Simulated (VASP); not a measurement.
Calculation: PBE GGA, VASP's PBE PAW potentials (set 64) (plane waves; VASP 6.6.1).

VASP input:

File POSCAR:
```
MnC
1
    1.4663280000    -3.8748250000     0.0000000000
    1.4663280000     3.8748250000     0.0000000000
    0.0000000000     0.0000000000     2.8897240000
C Mn
2 2
Direct
  0.5640000000   0.4360000000   0.2500000000
  0.4360000000   0.5640000000   0.7500000000
  0.8547500000   0.1452500000   0.2500000000
  0.1452500000   0.8547500000   0.7500000000
```

**INCAR**
```
ALGO=Normal   ! blocked Davidson
ENCUT=520   ! plane-wave cut-off (eV)
SYSTEM=MnC
SIGMA=0.05
LWAVE=.FALSE.
LORBIT=10
ISMEAR=0   ! Gaussian
LCHARG=.FALSE.
MAGMOM=0.0 0.0 4.0 4.0
PREC=Accurate
EDIFF=1E-3   ! SCF stop (eV)
NELM=100
GGA=PE   ! PBE
LMAXMIX=4
ISIF=2
ISPIN=2   ! spin-polarised
LASPH=.TRUE.
LREAL=.FALSE.
```

KPOINTS:
```
Automatic mesh
0
Gamma
7 7 7
0 0 0
```

POTCAR, in this order: C Mn_pv (PBE.64 set). Program: vasp_std.

Output of the run:

OUTCAR:
```
 ion  position               nearest neighbor table
   1  0.564  0.436  0.250-   2 1.75   2 1.75   4 2.15   4 2.15   4 2.15   4 2.15   3 2.19   3 2.19
                             3 2.25
   2  0.436  0.564  0.750-   1 1.75   1 1.75   3 2.15   3 2.15   3 2.15   3 2.15   4 2.19   4 2.19
                             4 2.25
   3  0.855  0.145  0.250-   2 2.15   2 2.15   2 2.15   2 2.15   1 2.19   1 2.19   1 2.25   4 2.62
                             4 2.62   4 2.62   4 2.62   4 2.68   4 2.68
   4  0.145  0.855  0.750-   1 2.15   1 2.15   1 2.15   1 2.15   2 2.19   2 2.19   2 2.25   3 2.62
                             3 2.62   3 2.62   3 2.62   3 2.68   3 2.68
  LATTYP: Found a base centered orthorhombic cell.
 ALAT       =     2.9326560000
 B/A-ratio  =     2.6425363220
 C/A-ratio  =     0.9853607106
 Subroutine PRICEL returns:
 Original cell was already a primitive cell.
 Subroutine GETGRP returns: Found  8 space group operations
The static configuration has the point symmetry C_2h.
 The point group associated with its full space group is D_2h.
The dynamic configuration has the point symmetry C_2h.
The overall configuration has the point symmetry C_2h.
 Subroutine INISYM returns: Found  8 space group operations
 Subroutine IBZKPT returns following result:
 Found     64 irreducible k-points:

 Following reciprocal coordinates:
            Coordinates               Weight
  0.000000  0.000000  0.000000      1.000000
  0.142857  0.000000  0.000000      4.000000
  0.285714  0.000000  0.000000      4.000000
  0.428571  0.000000  0.000000      4.000000
  0.142857  0.142857  0.000000      2.000000
  0.285714  0.142857  0.000000      4.000000
  0.428571  0.142857  0.000000      4.000000
 -0.428571  0.142857  0.000000      4.000000
 -0.285714  0.142857  0.000000      4.000000
 -0.142857  0.142857  0.000000      2.000000
  0.285714  0.285714  0.000000      2.000000
  0.428571  0.285714  0.000000      4.000000
 -0.428571  0.285714  0.000000      4.000000
 -0.285714  0.285714  0.000000      2.000000
...
```

**OSZICAR**
```
       N       E                     dE             d eps       ncg     rms          rms(c)
DAV:   1     0.347364735048E+03    0.34736E+03   -0.19341E+04  6448   0.175E+03
DAV:   2    -0.152291973075E+02   -0.36259E+03   -0.34586E+03  6528   0.481E+02
DAV:   3    -0.372515641515E+02   -0.22022E+02   -0.21253E+02  7647   0.122E+02
DAV:   4    -0.378349192024E+02   -0.58336E+00   -0.57677E+00  7042   0.191E+01
DAV:   5    -0.378437271445E+02   -0.88079E-02   -0.87969E-02  7302   0.245E+00    0.312E+01
DAV:   6    -0.384299051164E+02   -0.58618E+00   -0.63591E+01  8021   0.795E+01    0.209E+01
DAV:   7    -0.338119083437E+02    0.46180E+01   -0.15787E+01  7328   0.503E+01    0.836E+00
DAV:   8    -0.338618907874E+02   -0.49982E-01   -0.12945E+00  6962   0.631E+00    0.489E+00
DAV:   9    -0.338380148461E+02    0.23876E-01   -0.12222E-01  7357   0.337E+00    0.121E+00
DAV:  10    -0.338389521982E+02   -0.93735E-03   -0.99843E-03  6917   0.865E-01
   1 F= -.33838952E+02 E0= -.33837816E+02  d E =-.227201E-02  mag=     3.9064
```

**OUTCAR**
```
------------------------ aborting loop because EDIFF is reached ----------------------------------------
  FORCE on cell =-STRESS in cart. coord.  units (eV):
  Direction    XX          YY          ZZ          XY          YZ          ZX
  --------------------------------------------------------------------------------------
  Total        1.4220713     -3.2241530     -2.8316023      0.0000000     -0.0000000      0.0000000
  in kB       69.3844845   -157.3101126   -138.1571179      0.0000000     -0.0000000      0.0000000
  external PRESSURE =     -75.3609153 kB  Pullay stress =       0.0000000 kB
  volume of cell :       32.84
      direct lattice vectors                 reciprocal lattice vectors
     1.466328000 -3.874825000  0.000000000     0.340987828 -0.129038086  0.000000000
     1.466328000  3.874825000  0.000000000     0.340987828  0.129038086  0.000000000
     0.000000000  0.000000000  2.889724000     0.000000000  0.000000000  0.346053810
 POSITION                                       TOTAL-FORCE (eV/Angst)
 -----------------------------------------------------------------------------------
      1.46633     -0.49598      0.72243         0.000000     -0.125333     -0.000000
      1.46633      0.49598      2.16729         0.000000      0.125333      0.000000
      1.46633     -2.74919      0.72243         0.000000     -0.167070      0.000000
      1.46633      2.74919      2.16729         0.000000      0.167070     -0.000000
 -----------------------------------------------------------------------------------
    total drift:                               -0.000000     -0.000000     -0.000000
  FREE ENERGIE OF THE ION-ELECTRON SYSTEM (eV)
  ---------------------------------------------------
  free  energy   TOTEN  =       -33.8389521982 eV

  energy  without entropy=      -33.8366801876  energy(sigma->0) =      -33.83781619

 total charge

# of ion       s       p       d       tot
------------------------------------------
    1        0.821   1.476   0.000   2.297
    2        0.821   1.476   0.000   2.297
    3        0.280   6.349   5.301  11.930
    4        0.280   6.349   5.301  11.930
--------------------------------------------------
tot          2.201  15.649  10.602  28.453

 magnetization (x)

# of ion       s       p       d       tot
------------------------------------------
    1       -0.009  -0.038   0.000  -0.047
    2       -0.009  -0.038   0.000  -0.047
    3        0.004   0.006   1.992   2.003
    4        0.004   0.006   1.992   2.003
--------------------------------------------------
tot         -0.009  -0.064   3.984   3.911
```
(Selected blocks of OUTCAR.)

OUTCAR:
```
 val. band max:       11.5710210757   @ k =   0.1429   0.0000   0.2857

 cond. band min:      11.5842399752   @ k =  -0.4286   0.1429   0.1429


 Fermi energy:        11.5802227944

 spin component 1

 k-point     1 :       0.0000    0.0000    0.0000
  band No.  band energies     occupation
      1     -37.9683      1.00000
      2     -37.9407      1.00000
      3     -37.8660      1.00000
      4     -37.8541      1.00000
      5     -37.7133      1.00000
      6     -37.6810      1.00000
      7      -6.3755      1.00000
      8       1.2548      1.00000
      9       5.0708      1.00000
     10       5.2058      1.00000
     11       5.5754      1.00000
     12       6.4445      1.00000
     13       8.2670      1.00000
     14       9.2498      1.00000
     15       9.3164      1.00000
     16       9.8339      1.00000
     17      10.3527      1.00000
     18      10.4014      1.00000
     19      10.8368      1.00000
     20      12.4910      0.00000
     21      13.2745      0.00000
     22      13.4196      0.00000
     23      13.9107      0.00000
     24      16.3936      0.00000
     25      17.9302      0.00000

 k-point     2 :       0.1429    0.0000    0.0000
  band No.  band energies     occupation
      1     -37.9700      1.00000
      2     -37.9577      1.00000
      3     -37.8613      1.00000
      4     -37.8574      1.00000
      5     -37.7188      1.00000
      6     -37.6845      1.00000
      7      -6.1387      1.00000
      8       1.4263      1.00000
      9       4.1010      1.00000
     10       4.9816      1.00000
     11       6.2767      1.00000
     12       6.5397      1.00000
     13       8.6125      1.00000
     14       8.8438      1.00000
     15       9.0696      1.00000
     16       9.3844      1.00000
     17      10.1474      1.00000
     18      11.0086      1.00000
     19      11.2742      1.00000
     20      11.6687      0.00614
     21      12.8928      0.00000
...
```

The moments were started parallel, and other spin orders were not tried in this run.

The structure was generated: MnC was put into the CrB type (Cmcm), which need not be its known phase. The cell was not relaxed at this level. The k-mesh is coarse (spacing up to 0.33 per Å, 2π included), so the numbers may not be converged in it. The run is one of a series of settings (EDIFF = 1E-3 against the base run), some of them coarse on purpose.
